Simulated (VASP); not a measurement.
Given:

```
FeB
1.0
    0.00000     2.02709     2.02709
    2.02709     0.00000     2.02709
    2.02709     2.02709     0.00000
Fe B
1 1
Direct
  0.00000   0.00000   0.00000
  0.50000   0.50000   0.50000
```
Starting moments (μB, in the order of the record's atoms Fe B): 1.1 -0.1.

Computed with PBEsol GGA, VASP's PBE PAW potentials (set 64) (plane waves; VASP). Run with 520 eV cut-off, Gaussian smearing of 0.050 eV, potentials Fe B.

Q: Give the spin-up energies of bands 2 to 9 at the high-symmetry points, in eV from the Fermi level.

A: 
```tsv
band	Γ	X	U	L	W
2	-2.61	-5.02	-5.12	-7.08	-4.84
3	-2.61	-4.21	-4.97	-4.19	-4.84
4	-2.61	-1.24	-2.99	-4.19	-3.81
5	-1.90	-0.81	-1.03	-1.12	-0.81
6	-1.90	-0.81	-0.45	-1.12	0.27
7	4.58	0.76	0.13	0.55	0.27
8	4.58	0.76	2.85	8.01	2.10
9	4.58	3.04	3.77	8.01	2.87
```

Q: Give the spin-down energies of bands 2 to 9 at the high-symmetry points, in eV from the Fermi level.

A: 
```json
[
 {"band": "2", "Γ": "-1.53", "X": "-5.04", "U": "-4.80", "L": "-7.14", "W": "-4.51"},
 {"band": "3", "Γ": "-1.53", "X": "-3.35", "U": "-4.72", "L": "-3.65", "W": "-4.51"},
 {"band": "4", "Γ": "-1.53", "X": "-0.39", "U": "-2.49", "L": "-3.65", "W": "-3.43"},
 {"band": "5", "Γ": "-1.09", "X": "0.48", "U": "0.20", "L": "0.06", "W": "0.48"},
 {"band": "6", "Γ": "-1.09", "X": "0.48", "U": "0.23", "L": "0.06", "W": "1.07"},
 {"band": "7", "Γ": "4.42", "X": "0.68", "U": "1.21", "L": "1.59", "W": "1.07"},
 {"band": "8", "Γ": "4.42", "X": "0.68", "U": "3.46", "L": "8.28", "W": "2.58"},
 {"band": "9", "Γ": "4.42", "X": "3.68", "U": "4.04", "L": "8.28", "W": "3.48"}
]
```

It has no gap at this level: it comes out as a metal or semimetal.

The structure was generated: FeB was put into the rock salt type (Fm-3m), which need not be its known phase. It was relaxed first, which changed the volume by -34 %.
